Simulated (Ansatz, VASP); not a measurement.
# Cross-check of YTe between VASP and Ansatz, part 2 of 2

Wanted: the spread between two codes on one cell, functional and k mesh.

VASP 6.6.1 and Ansatz 0.2.0.

So far. Step 2 (Ansatz: single point, LDA): The run ends at a pressure of -0.24 GPa.

The database entry behind the starting cell differs from later determinations by our own check (0.1 to 0.3 % short, probably kX units), so it need not match the best structure at ambient conditions.

## 3. VASP: single point, LDA

Level of this step: LDA; plane waves and PAW (Te, Y_sv) (VASP).

The same cell, functional (in two slightly different forms), mesh and smearing now go to VASP, with its own data sets and cutoff.

Lines of VASP's logs that name or quote its potential files are left out, and so is its time.

File INCAR:

```
SYSTEM = YTe
PREC = Normal
ENCUT = 300
EDIFF = 1E-05
NELM = 120
ISMEAR = 1
SIGMA = 0.2
LREAL = Auto
ALGO = Fast
GGA = CA
NBANDS = 126
LORBIT = 11
LWAVE = .FALSE.
LCHARG = .FALSE.
KPAR = 4
```

File POSCAR:

```
YTe
1.0
    0.0000000000      6.0343869352      6.0343869352
    6.0343869352      0.0000000000      6.0343869352
    9.0515804028      9.0515804028      0.0000000000
Te Y
12 12
Direct
    0.0000000000      0.0000000000      0.0000000000
    0.0000000000      0.0000000000      0.3333333333
    0.0000000000      0.0000000000      0.6666666667
    0.0000000000      0.5000000000      0.0000000000
    0.0000000000      0.5000000000      0.3333333333
    0.0000000000      0.5000000000      0.6666666667
    0.5000000000      0.0000000000      0.0000000000
    0.5000000000      0.0000000000      0.3333333333
    0.5000000000      0.0000000000      0.6666666667
    0.5000000000      0.5000000000      0.0000000000
    0.5000000000      0.5000000000      0.3333333333
    0.5000000000      0.5000000000      0.6666666667
    0.2500000000      0.2500000000      0.1666666667
    0.2500000000      0.2500000000      0.5000000000
    0.2500000000      0.2500000000      0.8333333333
    0.2500000000      0.7500000000      0.1666666667
    0.2500000000      0.7500000000      0.5000000000
    0.2500000000      0.7500000000      0.8333333333
    0.7500000000      0.2500000000      0.1666666667
    0.7500000000      0.2500000000      0.5000000000
    0.7500000000      0.2500000000      0.8333333333
    0.7500000000      0.7500000000      0.1666666667
    0.7500000000      0.7500000000      0.5000000000
    0.7500000000      0.7500000000      0.8333333333
```

File KPOINTS:

```
Automatic mesh
0
Gamma
4 4 3
0 0 0
```

PAW data sets: Te and Y_sv (LDA family, release 64).

Run with:

```
$ mpirun -np 4 vasp_std
```

Numbers of over 12 decimals in the logs are rounded to 6 here.

Output:

```text
[banner, memory and clock lines left out]
running    4 mpi-ranks, on    1 nodes
 distrk:  each k-point on    1 cores,    4 groups
 distr:  one band on    1 cores,    1 groups

 POSCAR found type information on POSCAR TeY
 POSCAR found :  2 types and      24 ions
 LDA part: xc-table for (Slater(with rela. corr.)+CA(PZ))
 , standard interpolation
|                                                                             |
|           W    W    AA    RRRRR   N    N  II  N    N   GGGG   !!!           |
|           W    W   A  A   R    R  NN   N  II  NN   N  G    G  !!!           |
|           W    W  A    A  R    R  N N  N  II  N N  N  G       !!!           |
|           W WW W  AAAAAA  RRRRR   N  N N  II  N  N N  G  GGG   !            |
|           WW  WW  A    A  R   R   N   NN  II  N   NN  G    G                |
|           W    W  A    A  R    R  N    N  II  N    N   GGGG   !!!           |
|                                                                             |
|     Your reciprocal lattice and k-lattice belong to different lattice       |
|     classes:                                                                |
|                                                                             |
|        The reciprocal lattice is body-centered orthorhombic,                |
|        whereas your k-lattice is base-centered monoclinic.                  |
|                                                                             |
|     Results are often still useful ...                                      |
|                                                                             |

 POSCAR, INCAR and KPOINTS ok, starting setup
 FFT: planning ... GRIDC
 FFT: planning ... GRID_SOFT
 FFT: planning ... GRID
 WAVECAR not read
 entering main loop
       N       E                     dE             d eps       ncg     rms          rms(c)
DAV:   1     0.105878463373E+04    0.10588E+04   -0.67579E+04  4316   0.995E+02
DAV:   2    -0.523529882192E+02   -0.11111E+04   -0.10671E+04  5032   0.290E+02
DAV:   3    -0.157854721918E+03   -0.10550E+03   -0.10434E+03  5686   0.671E+01
DAV:   4    -0.168441086531E+03   -0.10586E+02   -0.10544E+02  6928   0.188E+01
DAV:   5    -0.168939844892E+03   -0.49876E+00   -0.49826E+00  5984   0.386E+00    0.853E+01
RMM:   6    -0.163550086434E+03    0.53898E+01   -0.10225E+01  5240   0.579E+00    0.577E+01
RMM:   7    -0.164186736454E+03   -0.63665E+00   -0.28262E+01  6474   0.863E+00    0.109E+01
RMM:   8    -0.163135169326E+03    0.10516E+01   -0.11337E+01  5502   0.602E+00    0.638E+00
RMM:   9    -0.162974651573E+03    0.16052E+00   -0.10902E+00  5607   0.224E+00    0.134E+00
RMM:  10    -0.163018033577E+03   -0.43382E-01   -0.47334E-01  7092   0.864E-01    0.150E+00
RMM:  11    -0.163112105805E+03   -0.94072E-01   -0.35277E-01  6578   0.952E-01    0.345E+00
RMM:  12    -0.163025527056E+03    0.86579E-01   -0.16421E-01  5880   0.770E-01    0.208E+00
RMM:  13    -0.163094986954E+03   -0.69460E-01   -0.10781E+00  7330   0.198E+00    0.264E+00
RMM:  14    -0.163029409339E+03    0.65578E-01   -0.10107E-01  5377   0.746E-01    0.161E+00
WARNING in EDDRMM: call to ZHEGV failed, returncode =   6  3     90
RMM:  15    -0.163028793477E+03    0.61586E-03   -0.17511E-02  6453   0.268E-01    0.132E+00
RMM:  16    -0.163036776055E+03   -0.79826E-02   -0.59858E-03  6624   0.142E-01    0.176E+00
RMM:  17    -0.163022521407E+03    0.14255E-01   -0.19791E-02  6763   0.239E-01    0.157E+00
RMM:  18    -0.163015647350E+03    0.68741E-02   -0.94335E-02  7999   0.533E-01    0.245E+00
RMM:  19    -0.163018640147E+03   -0.29928E-02   -0.17642E-02  6981   0.214E-01    0.193E+00
RMM:  20    -0.163020677664E+03   -0.20375E-02   -0.58296E-03  7010   0.110E-01    0.202E+00
WARNING in EDDRMM: call to ZHEGV failed, returncode =   6  3     60
RMM:  21    -0.163020481730E+03    0.19593E-03   -0.13218E-03  6929   0.518E-02    0.197E+00
RMM:  22    -0.163020271293E+03    0.21044E-03   -0.66531E-04  5989   0.277E-02    0.198E+00
RMM:  23    -0.163019698943E+03    0.57235E-03   -0.33951E-04  6313   0.352E-02    0.151E+00
RMM:  24    -0.163017656512E+03    0.20424E-02   -0.18838E-03  7519   0.681E-02    0.900E-01
RMM:  25    -0.163016025621E+03    0.16309E-02   -0.27929E-03  7918   0.894E-02    0.437E-01
RMM:  26    -0.163015383987E+03    0.64163E-03   -0.20505E-03  7770   0.737E-02    0.166E-01
RMM:  27    -0.163015309603E+03    0.74384E-04   -0.58555E-04  6445   0.375E-02    0.693E-02
RMM:  28    -0.163015305186E+03    0.44171E-05   -0.27703E-04  6559   0.298E-02    0.299E-02
RMM:  29    -0.163015310057E+03   -0.48715E-05   -0.54327E-05  4699   0.140E-02
   1 F= -.16301531E+03 E0= -.16300619E+03  d E =-.273623E-01
```

From OUTCAR (step 3):

```text
ion  position               nearest neighbor table
   1  0.000  0.000  0.000-  15 3.02  22 3.02  18 3.02  19 3.02  21 3.02  16 3.02
   2  0.000  0.000  0.333-  16 3.02  19 3.02  13 3.02  23 3.02  20 3.02  17 3.02
   3  0.000  0.000  0.667-  18 3.02  21 3.02  14 3.02  24 3.02  17 3.02  20 3.02
   4  0.000  0.500  0.000-  18 3.02  19 3.02  13 3.02  15 3.02  22 3.02  24 3.02
   5  0.000  0.500  0.333-  13 3.02  22 3.02  20 3.02  16 3.02  14 3.02  23 3.02
   6  0.000  0.500  0.667-  15 3.02  24 3.02  21 3.02  17 3.02  23 3.02  14 3.02
   7  0.500  0.000  0.000-  16 3.02  21 3.02  13 3.02  15 3.02  22 3.02  24 3.02
   8  0.500  0.000  0.333-  13 3.02  22 3.02  19 3.02  17 3.02  14 3.02  23 3.02
   9  0.500  0.000  0.667-  15 3.02  24 3.02  20 3.02  18 3.02  23 3.02  14 3.02
  10  0.500  0.500  0.000-  13 3.02  24 3.02  18 3.02  19 3.02  21 3.02  16 3.02
  11  0.500  0.500  0.333-  16 3.02  19 3.02  14 3.02  22 3.02  20 3.02  17 3.02
  12  0.500  0.500  0.667-  18 3.02  21 3.02  15 3.02  23 3.02  17 3.02  20 3.02
  13  0.250  0.250  0.167-   5 3.02   8 3.02   2 3.02  10 3.02   4 3.02   7 3.02  14 4.27  17 4.27
                            20 4.27  16 4.27  16 4.27  22 4.27  19 4.27  19 4.27  22 4.27  18 4.27
  14  0.250  0.250  0.500-   3 3.02  11 3.02   6 3.02   8 3.02   9 3.02   5 3.02  13 4.27  15 4.27
                            16 4.27  19 4.27  18 4.27  21 4.27  17 4.27  17 4.27  23 4.27  20 4.27
  15  0.250  0.250  0.833-   6 3.02   9 3.02   1 3.02  12 3.02   4 3.02   7 3.02  14 4.27  17 4.27
                            20 4.27  18 4.27  21 4.27  18 4.27  24 4.27  21 4.27  24 4.27  16 4.27
  16  0.250  0.750  0.167-   2 3.02  11 3.02   7 3.02   5 3.02  10 3.02   1 3.02  17 4.27  14 4.27
                            23 4.27  13 4.27  13 4.27  19 4.27  19 4.27  22 4.27  22 4.27  15 4.27
  17  0.250  0.750  0.500-   6 3.02   8 3.02   2 3.02   3 3.02  11 3.02  12 3.02  16 4.27  18 4.27
                            13 4.27  22 4.27  15 4.27  24 4.27  14 4.27  14 4.27  20 4.27  20 4.27
  18  0.250  0.750  0.833-   3 3.02  12 3.02   9 3.02   4 3.02  10 3.02   1 3.02  17 4.27  14 4.27
                            23 4.27  15 4.27  24 4.27  15 4.27  21 4.27  21 4.27  24 4.27  22 4.27
  19  0.750  0.250  0.167-   2 3.02  11 3.02   8 3.02   4 3.02  10 3.02   1 3.02  20 4.27  23 4.27
                            14 4.27  16 4.27  22 4.27  13 4.27  13 4.27  22 4.27  16 4.27  15 4.27
  20  0.750  0.250  0.500-   5 3.02   9 3.02   2 3.02   3 3.02  11 3.02  12 3.02  19 4.27  21 4.27
                            13 4.27  22 4.27  24 4.27  15 4.27  17 4.27  23 4.27  14 4.27  14 4.27
  21  0.750  0.250  0.833-   3 3.02  12 3.02   7 3.02   6 3.02  10 3.02   1 3.02  20 4.27  14 4.27
                            23 4.27  15 4.27  24 4.27  18 4.27  24 4.27  15 4.27  18 4.27  22 4.27
  22  0.750  0.750  0.167-   5 3.02   8 3.02   1 3.02  11 3.02   4 3.02   7 3.02  23 4.27  20 4.27
                            17 4.27  13 4.27  19 4.27  19 4.27  13 4.27  16 4.27  16 4.27  21 4.27
  23  0.750  0.750  0.500-   2 3.02  12 3.02   6 3.02   8 3.02   9 3.02   5 3.02  22 4.27  24 4.27
                            16 4.27  19 4.27  21 4.27  18 4.27  14 4.27  20 4.27  17 4.27  14 4.27
  24  0.750  0.750  0.833-   6 3.02   9 3.02   3 3.02  10 3.02   4 3.02   7 3.02  23 4.27  20 4.27
                            17 4.27  21 4.27  18 4.27  15 4.27  21 4.27  15 4.27  18 4.27  16 4.27

  LATTYP: Found a face centered orthorhombic cell.
 ALAT       =     8.5339118444
 B/A-ratio  =     1.7320508076
 C/A-ratio  =     2.4494897428

 Subroutine GETGRP returns: Found  4 space group operations
 (whereof  4 operations were pure point group operations)

The static configuration has the point symmetry C_2h.

 Found     17 irreducible k-points:

   k-points           NKPTS =     17   k-points in BZ     NKDIM =     17   number of bands    NBANDS=    126

   dimension x,y,z NGX =    36 NGY =   36 NGZ =   54
   dimension x,y,z NGXF=    72 NGYF=   72 NGZF=  108

   ENCUT  =  300.0 eV  22.05 Ry    4.70 a.u.  12.05 12.05 18.08*2*pi/ulx,y,z

   NELECT =     204.0000    total number of electrons

 k-points in reciprocal lattice and weights: Automatic mesh
   0.00000000  0.00000000  0.00000000       0.021
   0.25000000  0.00000000  0.00000000       0.083
   0.50000000  0.00000000  0.00000000       0.042
   0.25000000  0.25000000  0.00000000       0.042
   0.50000000  0.25000000  0.00000000       0.083
  -0.25000000  0.25000000  0.00000000       0.042
   0.50000000  0.50000000  0.00000000       0.021
   0.00000000  0.00000000  0.33333333       0.042
   0.25000000  0.00000000  0.33333333       0.083
[...]
-0.25000000  0.50000000  0.33333333       0.083
  -0.25000000 -0.25000000  0.33333333       0.042

 average (electrostatic) potential at core
       1 -89.0296       2 -89.0296       3 -89.0296       4 -89.0296       5 -89.0296
       6 -89.0296       7 -89.0296       8 -89.0296       9 -89.0296      10 -89.0296
      11 -89.0296      12 -89.0296      13 -34.4311      14 -34.4311      15 -34.4311
      16 -34.4311      17 -34.4311      18 -34.4311      19 -34.4311      20 -34.4311
      21 -34.4311      22 -34.4311      23 -34.4311      24 -34.4311

 E-fermi :   7.1039

 k-point     1 :       0.0000    0.0000    0.0000
  band No.  band energies     occupation
    ...
    100       6.0359      2.00000
    101       6.0359      2.00000
    102       6.8105      2.05817
    103       6.8109      2.05836
    104       6.8138      2.05955
    105       7.4592     -0.03072
    106       7.4620     -0.02963
    107       7.5306     -0.01015
    108       7.5306     -0.01015
    109       7.6810     -0.00035
    ...

 k-point     2 :       0.2500    0.0000    0.0000
  band No.  band energies     occupation
    ...
    101       6.8728      2.06930
    102       6.9603      1.93221
    103       7.0632      1.33672
    104       7.0647      1.32491
    105       7.0679      1.29971
    106       7.7491     -0.00005
    107       7.9129     -0.00000
    108       7.9176     -0.00000
    109       7.9494     -0.00000
    110       7.9501     -0.00000
    ...

 k-point     3 :       0.5000    0.0000    0.0000
  band No.  band energies     occupation
    ...
     96       3.8720      2.00000
     97       5.8591      2.00000
     98       5.8591      2.00000
     99       6.7545      2.03310
    100       6.7545      2.03310
    101       7.3365     -0.06963
    102       7.3365     -0.06963
    103       7.3469     -0.07088
    104       7.3469     -0.07088
    105       7.6216     -0.00155
    ...

  Total       -2.1387617     -2.1387617     -1.8097747     -0.3637100      0.1396637      0.1396639
  in kB       -5.1981912     -5.1981912     -4.3985992     -0.8839854      0.3394482      0.3394486
  external PRESSURE =      -4.9316606 kB  Pullay stress =       0.0000000 kB

  energy-cutoff  :      300.00
  volume of cell :      659.21
      direct lattice vectors                 reciprocal lattice vectors
     0.000000000  6.034386935  6.034386935    -0.082858459  0.082858459  0.082858459
     6.034386935  0.000000000  6.034386935     0.082858459 -0.082858459  0.082858459
     9.051580403  9.051580403  0.000000000     0.055238972  0.055238972 -0.055238972

 POSITION                                       TOTAL-FORCE (eV/Angst)
 -----------------------------------------------------------------------------------
      0.00000      0.00000      0.00000        -0.000000     -0.000000      0.000000
      3.01719      3.01719      0.00000         0.000000      0.000000     -0.000000
      6.03439      6.03439      0.00000        -0.000000     -0.000000      0.000000
      3.01719      0.00000      3.01719         0.000000     -0.000000      0.000000
      6.03439      3.01719      3.01719        -0.000000     -0.000000      0.000000
      9.05158      6.03439      3.01719         0.000000      0.000000      0.000000
      0.00000      3.01719      3.01719         0.000000      0.000000      0.000000
      3.01719      6.03439      3.01719        -0.000000     -0.000000     -0.000000
      6.03439      9.05158      3.01719         0.000000      0.000000      0.000000
      3.01719      3.01719      6.03439        -0.000000     -0.000000     -0.000000
      6.03439      6.03439      6.03439         0.000000      0.000000      0.000000
      9.05158      9.05158      6.03439        -0.000000     -0.000000     -0.000000
      3.01719      3.01719      3.01719        -0.000000      0.000000      0.000000
      6.03439      6.03439      3.01719         0.000000      0.000000      0.000000
      9.05158      9.05158      3.01719        -0.000000      0.000000     -0.000000
      6.03439      3.01719      6.03439         0.000000      0.000000     -0.000000
      9.05158      6.03439      6.03439        -0.000000     -0.000000     -0.000000
     12.06877      9.05158      6.03439        -0.000000     -0.000000      0.000000
      3.01719      6.03439      6.03439        -0.000000      0.000000     -0.000000
      6.03439      9.05158      6.03439         0.000000      0.000000     -0.000000
      9.05158     12.06877      6.03439        -0.000000     -0.000000      0.000000
      6.03439      6.03439      9.05158        -0.000000     -0.000000     -0.000000
      9.05158      9.05158      9.05158         0.000000     -0.000000      0.000000
     12.06877     12.06877      9.05158         0.000000     -0.000000     -0.000000
 -----------------------------------------------------------------------------------
    total drift:                                0.000000      0.000000      0.000000

  FREE ENERGIE OF THE ION-ELECTRON SYSTEM (eV)
  ---------------------------------------------------
  free  energy   TOTEN  =      -163.0153100574 eV

  energy  without entropy=     -162.9879477532  energy(sigma->0) =     -163.00618929

 total charge
# of ion       s       p       d       f       tot
--------------------------------------------------
    1        1.340   2.170   0.051   0.000   3.562
    2        1.340   2.170   0.051   0.000   3.562
    3        1.340   2.170   0.051   0.000   3.562
    4        1.340   2.170   0.051   0.000   3.562
    5        1.340   2.170   0.051   0.000   3.562
    6        1.340   2.170   0.051   0.000   3.562
    7        1.340   2.170   0.051   0.000   3.562
    8        1.340   2.170   0.051   0.000   3.562
    9        1.340   2.170   0.051   0.000   3.562
   10        1.340   2.170   0.051   0.000   3.562
   11        1.340   2.170   0.051   0.000   3.562
   12        1.340   2.170   0.051   0.000   3.562
   13        2.157   6.285   1.122   0.040   9.604
   14        2.157   6.285   1.122   0.040   9.604
   15        2.157   6.285   1.122   0.040   9.604
   16        2.157   6.285   1.122   0.040   9.604
   17        2.157   6.285   1.122   0.040   9.604
   18        2.157   6.285   1.122   0.040   9.604
   19        2.157   6.285   1.122   0.040   9.604
   20        2.157   6.285   1.122   0.040   9.604
   21        2.157   6.285   1.122   0.040   9.604
   22        2.157   6.285   1.122   0.040   9.604
   23        2.157   6.285   1.122   0.040   9.604
   24        2.157   6.285   1.122   0.040   9.604
--------------------------------------------------
tot         41.964 101.463  14.078   0.478 157.983

[... 3 further parts left out ...]
```

The k-mesh is coarse for a metal.

The run ends at a pressure of -0.49 GPa.

## 4. Differences

Known differences besides the potentials themselves: the two LDA forms differ slightly; the data sets hold 324 valence electrons in Ansatz (default PAW (the set named soft_2) files) and 204 in VASP; the cutoff is 420 eV in Ansatz and 300 eV in VASP (PREC = Normal, projectors in real space); VASP's log shows a relativistic correction to its local exchange, Ansatz's none. Total energies have different zeros and are not compared.

Compared:

```csv
quantity,Ansatz,VASP,difference
pressure (GPa),-0.24,-0.49,+0.25
```

VASP's last cycles still show a density residual of 3e-03, so its state may not be settled.

## 5. Results

```json
{"difference in pressure (single point, LDA)": "0.25 GPa"}
```

The difference in pressure is 0.25 GPa (single point, LDA), within the 1 GPa picked in this series as the mark of a large difference. Such differences can come from data sets, numerical settings and the points named under the comparisons, not from the functional's error against experiment.

[Lines on the potential files, build, host, timing and source positions are cut from VASP's logs without a mark.]

[Logs are printed without paths, hosts, clocks, repeated set-up lines and the standing remarks that a program may print on its own settings, such as how far it seeks lower states.]

[Hosts, paths, dates, database ids (printed as entryN), source tags and the programs' standing remarks are cut or masked in the printed files.]
